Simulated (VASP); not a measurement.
Method: modified Becke-Johnson potential (mBJ) with spin-orbit coupling, VASP's PBE PAW potentials (set 64) (plane waves; VASP).

VASP ran on this input.

KPOINTS_OPT:
```
k-points along high-symmetry lines
11
Line-mode
Reciprocal
  0.000000   0.000000   0.000000 ! GAMMA
  0.000000   0.500000   0.000000 ! X

  0.000000   0.500000   0.000000 ! X
  0.500000   0.500000   0.000000 ! M

  0.500000   0.500000   0.000000 ! M
  0.000000   0.000000   0.000000 ! GAMMA

  0.000000   0.000000   0.000000 ! GAMMA
  0.500000   0.500000   0.500000 ! R

  0.500000   0.500000   0.500000 ! R
  0.000000   0.500000   0.000000 ! X

  0.500000   0.500000   0.500000 ! R
  0.500000   0.500000   0.000000 ! M
```

INCAR:
```
# general
SYSTEM     = BaTiO3
PREC       = Accurate
ENCUT      = 450
LREAL      = .FALSE.   # projection in real space or not
LASPH      = .TRUE.   # aspherical one-centre terms

# electronic loop
EDIFF      = 1E-6
NELM       = 300
ALGO       = Normal   # blocked Davidson
IMIX       = 1
AMIX       = 0.1
LMAXMIX    = 4   # l cut-off of mixed one-centre charges
LMIXTAU    = .TRUE.

# smearing
ISMEAR     = 0
SIGMA      = 0.05

# functional
METAGGA    = MBJ
GGA_COMPAT = .FALSE.

# spin
MAGMOM     = 0 0 0 0 0 0 0 0 0 0 0 0 0 0 0
LSORBIT    = .TRUE.

# ions
ISIF       = 0

# output
LWAVE      = .FALSE.
LCHARG     = .FALSE.
```

**KPOINTS**
```
Automatic mesh
0
Gamma
4 4 4
0 0 0
```

**POSCAR**
```
BaTiO3
1
    4.0236274936     0.0000000000     0.0000000000
    0.0000000000     4.0236274936     0.0000000000
    0.0000000000     0.0000000000     4.0236274936
Ba Ti O
1 1 3
Direct
  0.0000000000   0.0000000000   0.0000000000
  0.5000000000   0.5000000000   0.5000000000
  0.5000000000   0.0000000000   0.5000000000
  0.0000000000   0.5000000000   0.5000000000
  0.5000000000   0.5000000000   0.0000000000
```

POTCAR, in this order: Ba_sv Ti_sv O (PBE.64 set). Program: vasp_ncl. Read from the step before: WAVECAR.

What VASP printed:

**OSZICAR**
```
...
DAV: 169     0.492261713146E+03    0.73655E+02   -0.12221E+03  1048   0.186E+02    0.147E+01
DAV: 170     0.488269459872E+03   -0.39923E+01   -0.26697E+02  1344   0.961E+01    0.588E+00
DAV: 171     0.491527000607E+03    0.32575E+01   -0.16818E+02  1104   0.128E+02    0.435E+00
DAV: 172     0.475730441699E+03   -0.15797E+02   -0.20924E+02  1088   0.968E+01    0.886E+00
DAV: 173     0.467870504255E+03   -0.78599E+01   -0.95535E+02  1040   0.269E+02    0.654E+00
DAV: 174     0.489552101086E+03    0.21682E+02   -0.18738E+02  1072   0.963E+01    0.355E+00
DAV: 175     0.490621403499E+03    0.10693E+01   -0.12652E+01  1064   0.288E+01    0.223E+00
DAV: 176     0.488548267063E+03   -0.20731E+01   -0.11889E+01  1024   0.277E+01    0.254E+00
DAV: 177     0.487549903228E+03   -0.99836E+00   -0.61116E+00   984   0.217E+01    0.240E+00
DAV: 178     0.480861416211E+03   -0.66885E+01   -0.13158E+02  1080   0.918E+01    0.362E+00
DAV: 179     0.484910935945E+03    0.40495E+01   -0.58274E+01  1096   0.628E+01    0.303E+00
DAV: 180     0.489067893184E+03    0.41570E+01   -0.83177E+01   960   0.729E+01    0.237E+00
DAV: 181     0.481835349191E+03   -0.72325E+01   -0.37860E+01  1104   0.385E+01    0.575E+00
DAV: 182     0.483965979823E+03    0.21306E+01   -0.25741E+02  1000   0.121E+02    0.251E+00
DAV: 183     0.485894634112E+03    0.19287E+01   -0.13437E+01  1016   0.251E+01    0.244E+00
DAV: 184     0.487956135035E+03    0.20615E+01   -0.34184E+01   992   0.448E+01    0.172E+00
DAV: 185     0.487691385266E+03   -0.26475E+00   -0.29625E+01  1000   0.477E+01    0.146E+00
DAV: 186     0.487491567849E+03   -0.19982E+00   -0.21922E+01   992   0.357E+01    0.198E+00
DAV: 187     0.482585180855E+03   -0.49064E+01   -0.11267E+02  1056   0.838E+01    0.297E+00
DAV: 188     0.486113812300E+03    0.35286E+01   -0.13496E+02  1024   0.775E+01    0.325E+00
DAV: 189     0.485800327446E+03   -0.31348E+00   -0.11442E+02  1088   0.817E+01    0.221E+00
DAV: 190     0.389914517357E+03   -0.95886E+02   -0.83455E+02  1352   0.211E+02    0.148E+01
DAV: 191     0.476703140494E+03    0.86789E+02   -0.17861E+03   968   0.213E+02    0.299E+01
DAV: 192     0.480653084716E+03    0.39499E+01   -0.87671E+02  1232   0.122E+02    0.882E+00
DAV: 193     0.484379223579E+03    0.37261E+01   -0.17316E+02  1064   0.937E+01    0.534E+00
DAV: 194     0.486637517430E+03    0.22583E+01   -0.27416E+01  1032   0.382E+01    0.389E+00
DAV: 195     0.182401326468E+03   -0.30424E+03   -0.30446E+03  1360   0.522E+02    0.231E+01
DAV: 196     0.464620256563E+03    0.28222E+03   -0.27033E+03  1256   0.293E+02    0.501E+01
DAV: 197     0.422444076019E+03   -0.42176E+02   -0.21091E+03  1408   0.150E+02    0.681E+01
DAV: 198     0.454889102738E+03    0.32445E+02   -0.26353E+03  1392   0.207E+02    0.178E+01
DAV: 199     0.486876975947E+03    0.31988E+02   -0.49217E+02  1208   0.148E+02    0.105E+01
DAV: 200     0.480461197789E+03   -0.64158E+01   -0.32605E+02  1160   0.154E+02    0.106E+01
DAV: 201     0.452855615576E+03   -0.27606E+02   -0.23645E+02  1256   0.129E+02    0.115E+01
DAV: 202     0.484426128928E+03    0.31571E+02   -0.60823E+02  1056   0.157E+02    0.745E+00
DAV: 203     0.486468224230E+03    0.20421E+01   -0.25419E+02  1064   0.152E+02    0.769E+00
DAV: 204     0.458810005091E+03   -0.27658E+02   -0.22196E+02  1336   0.120E+02    0.945E+00
DAV: 205     0.490021465635E+03    0.31211E+02   -0.26549E+02  1064   0.108E+02    0.556E+00
DAV: 206     0.476941603274E+03   -0.13080E+02   -0.24747E+02   960   0.111E+02    0.983E+00
DAV: 207     0.485630484543E+03    0.86889E+01   -0.46107E+01  1112   0.423E+01    0.495E+00
DAV: 208     0.485470345693E+03   -0.16014E+00   -0.16278E+02   984   0.110E+02    0.463E+00
DAV: 209     0.480202213941E+03   -0.52681E+01   -0.16291E+02  1064   0.851E+01    0.704E+00
DAV: 210     0.428880845284E+03   -0.51321E+02   -0.12766E+03  1160   0.310E+02    0.106E+01
DAV: 211     0.489463937401E+03    0.60583E+02   -0.87463E+02  1080   0.156E+02    0.465E+00
DAV: 212     0.490957181605E+03    0.14932E+01   -0.10861E+02  1112   0.899E+01    0.413E+00
DAV: 213     0.483005250428E+03   -0.79519E+01   -0.81521E+01  1056   0.592E+01    0.539E+00
DAV: 214     0.471034528782E+03   -0.11971E+02   -0.52160E+02  1008   0.196E+02    0.495E+00
DAV: 215     0.481590132158E+03    0.10556E+02   -0.34733E+02  1080   0.127E+02    0.576E+00
DAV: 216    -0.135767992117E+04   -0.18393E+04   -0.21573E+04  1400   0.214E+03    0.501E+01
DAV: 217     0.355655840908E+03    0.17133E+04   -0.71415E+03  1448   0.449E+02    0.777E+01
DAV: 218    -0.556140351073E+03   -0.91180E+03   -0.10623E+04  1752   0.307E+02    0.422E+01
DAV: 219     0.448559247163E+03    0.10047E+04   -0.70995E+03  1400   0.680E+02    0.647E+01
DAV: 220     0.426385993084E+03   -0.22173E+02   -0.32264E+03  1424   0.269E+02    0.511E+01
DAV: 221     0.457605263184E+03    0.31219E+02   -0.22797E+03  1368   0.201E+02    0.194E+01
DAV: 222     0.500692800782E+03    0.43088E+02   -0.35460E+02  1336   0.165E+02    0.147E+01
DAV: 223     0.487748241060E+03   -0.12945E+02   -0.11997E+02  1128   0.760E+01    0.147E+01
DAV: 224     0.487212410474E+03   -0.53583E+00   -0.17154E+02  1088   0.121E+02    0.136E+01
DAV: 225     0.482367977748E+03   -0.48444E+01   -0.19113E+02  1160   0.100E+02    0.130E+01
DAV: 226    -0.319292133272E+04   -0.36753E+04   -0.42599E+04  1440   0.384E+03    0.698E+01
DAV: 227     0.334569278307E+03    0.35275E+04   -0.10856E+04  1464   0.573E+02    0.950E+01
DAV: 228     0.454876188302E+03    0.12031E+03   -0.37791E+03  1448   0.218E+02    0.459E+01
DAV: 229     0.448912623461E+03   -0.59636E+01   -0.17964E+03  1528   0.197E+02    0.240E+01
DAV: 230     0.500134980415E+03    0.51222E+02   -0.54579E+02  1192   0.155E+02    0.163E+01
DAV: 231     0.476333309005E+03   -0.23802E+02   -0.19804E+02  1120   0.920E+01    0.191E+01
DAV: 232     0.486367218648E+03    0.10034E+02   -0.82295E+01  1128   0.732E+01    0.149E+01
DAV: 233     0.485592766339E+03   -0.77445E+00   -0.19985E+01  1160   0.371E+01    0.141E+01
DAV: 234     0.485463471524E+03   -0.12929E+00   -0.22335E+01  1144   0.358E+01    0.132E+01
DAV: 235     0.363015144754E+03   -0.12245E+03   -0.14059E+03  1384   0.314E+02    0.201E+01
DAV: 236     0.488538143574E+03    0.12552E+03   -0.17221E+03  1120   0.211E+02    0.154E+01
DAV: 237     0.487071618053E+03   -0.14665E+01   -0.40515E+02  1232   0.114E+02    0.115E+01
DAV: 238     0.487987534343E+03    0.91592E+00   -0.19587E+02  1264   0.109E+02    0.920E+00
DAV: 239     0.485963535477E+03   -0.20240E+01   -0.65808E+01  1128   0.573E+01    0.967E+00
DAV: 240     0.487601130877E+03    0.16376E+01   -0.13610E+01  1304   0.234E+01    0.805E+00
DAV: 241     0.482400720935E+03   -0.52004E+01   -0.18428E+01  1192   0.316E+01    0.821E+00
DAV: 242     0.436232238155E+03   -0.46168E+02   -0.90756E+02  1272   0.265E+02    0.119E+01
DAV: 243     0.443439504340E+03    0.72073E+01   -0.22801E+02  1256   0.109E+02    0.101E+01
DAV: 244     0.481850529624E+03    0.38411E+02   -0.96551E+02  1048   0.174E+02    0.873E+00
DAV: 245     0.485458842683E+03    0.36083E+01   -0.97391E+01  1136   0.736E+01    0.606E+00
DAV: 246     0.486976779229E+03    0.15179E+01   -0.32299E+01  1112   0.610E+01    0.476E+00
DAV: 247     0.463812866219E+03   -0.23164E+02   -0.76171E+01  1144   0.245E+01    0.533E+00
DAV: 248    -0.649030927742E+03   -0.11128E+04   -0.11585E+04  1304   0.338E+02    0.323E+01
DAV: 249     0.456060780585E+03    0.11051E+04   -0.23846E+03  1064   0.270E+02    0.361E+01
DAV: 250     0.597316603900E+02   -0.39633E+03   -0.23693E+03  1360   0.156E+02    0.405E+01
DAV: 251    -0.318301781702E+03   -0.37803E+03   -0.93161E+03  1456   0.462E+02    0.414E+01
DAV: 252    -0.115489659455E+06   -0.11517E+06   -0.63986E+05  1144   0.308E+02    0.299E+01
DAV: 253    -0.149417226823E+06   -0.33928E+05   -0.14180E+06  1232   0.838E+02    0.614E+01
DAV: 254    -0.537477821078E+07   -0.52254E+07   -0.53756E+07  1080   0.404E+02    0.669E+01
DAV: 255    -0.296494387833E+06    0.50783E+07   -0.29706E+06  1496   0.266E+02    0.430E+01
DAV: 256     0.266328286078E+03    0.29676E+06   -0.40618E+03  1320   0.303E+02    0.182E+01
DAV: 257    -0.778023172849E+04   -0.80466E+04   -0.73914E+04  1504   0.489E+02    0.565E+01
DAV: 258    -0.319129306583E+05   -0.24133E+05   -0.32529E+05  1520   0.874E+02    0.171E+02
```

File OUTCAR:
```


     CMBJ =    1.0000

     CMBJA=   -0.0120

     CMBJB=    1.0230

     CMBJE=    0.5000

    CMBJ =    2.0000
```
(Selected blocks of OUTCAR.)

stdout:
```
...
 WARNING: Sub-Space-Matrix is not hermitian in DAV            5
  4.278338124190165E-002
 WARNING: Sub-Space-Matrix is not hermitian in DAV            6
  0.171079769026244
 WARNING: Sub-Space-Matrix is not hermitian in DAV            7
   2.68590198469111
 WARNING: Sub-Space-Matrix is not hermitian in DAV            8
  -246.928849341125
 WARNING: Sub-Space-Matrix is not hermitian in DAV            9
   1.39210419263891
 WARNING: Sub-Space-Matrix is not hermitian in DAV           10
   10.3398637157705
 WARNING: Sub-Space-Matrix is not hermitian in DAV           11
  -10.1019404908874
 WARNING: Sub-Space-Matrix is not hermitian in DAV           12
  -16.8155708672967
 WARNING: Sub-Space-Matrix is not hermitian in DAV           13
  -1.18663741889738
 WARNING: Sub-Space-Matrix is not hermitian in DAV           14
   4.48100122165926
 WARNING: Sub-Space-Matrix is not hermitian in DAV           15
  -2.05705242521539
 WARNING: Sub-Space-Matrix is not hermitian in DAV           16
  -1059.96176303730

 -----------------------------------------------------------------------------
|                                                                             |
|     EEEEEEE  RRRRRR   RRRRRR   OOOOOOO  RRRRRR      ###     ###     ###     |
|     E        R     R  R     R  O     O  R     R     ###     ###     ###     |
|     E        R     R  R     R  O     O  R     R     ###     ###     ###     |
|     EEEEE    RRRRRR   RRRRRR   O     O  RRRRRR       #       #       #      |
|     E        R   R    R   R    O     O  R   R                               |
|     E        R    R   R    R   O     O  R    R      ###     ###     ###     |
|     EEEEEEE  R     R  R     R  OOOOOOO  R     R     ###     ###     ###     |
|                                                                             |
|     EDDAV: Call to ZHEGV failed. Returncode = 16 2 16                       |
|                                                                             |
|       ---->  I REFUSE TO CONTINUE WITH THIS SICK JOB ... BYE!!! <----       |
|                                                                             |
 -----------------------------------------------------------------------------
```

VASP stops with an error: EDDAV: Call to ZHEGV failed. Returncode = 16 2 16 ----> I REFUSE TO CONTINUE WITH THIS SICK JOB ... BYE!!! <----

mBJ is a potential without an energy functional, so only the levels count.

The compound is BaTiO3 in the cubic perovskite structure, the ideal cubic form; the compound distorts at low or room temperature. It was relaxed first. The cell's shape comes from a PBE relaxation.
